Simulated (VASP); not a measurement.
Here is the system:

```
CELL_PARAMETERS angstrom
      1.81833    -3.14944     0.00000
      1.81833     3.14944     0.00000
      0.00000     0.00000     5.81661
ATOMIC_POSITIONS crystal
  Zr 0.00000 0.00000 0.00000
  S  0.33333 0.66667 0.25114
  S  0.66667 0.33333 0.74886
```

Computed with vdW-DF-cx, VASP's PBE PAW potentials (set 64) (plane waves; VASP). Numerical set-up: 520 eV cut-off, 8×8×5 Γ-centred mesh, tetrahedra with Blöchl corrections, potentials Zr_sv S.

The cores are frozen, which limits the accuracy of field gradients.

Question: Give the principal components of the electric field gradient (V/Å²) and the asymmetry η at each nucleus.

Answer: 
```json
[
 {"atom": "Zr1", "Vxx": "7.8", "Vyy": "7.8", "Vzz": "-15.6", "η": "0.00"},
 {"atom": "S2", "Vxx": "-1.1", "Vyy": "-1.1", "Vzz": "2.2", "η": "0.00"},
 {"atom": "S3", "Vxx": "-1.1", "Vyy": "-1.1", "Vzz": "2.2", "η": "0.00"}
]
```

The compound is ZrS2 in the 1T layered structure. It was relaxed first.
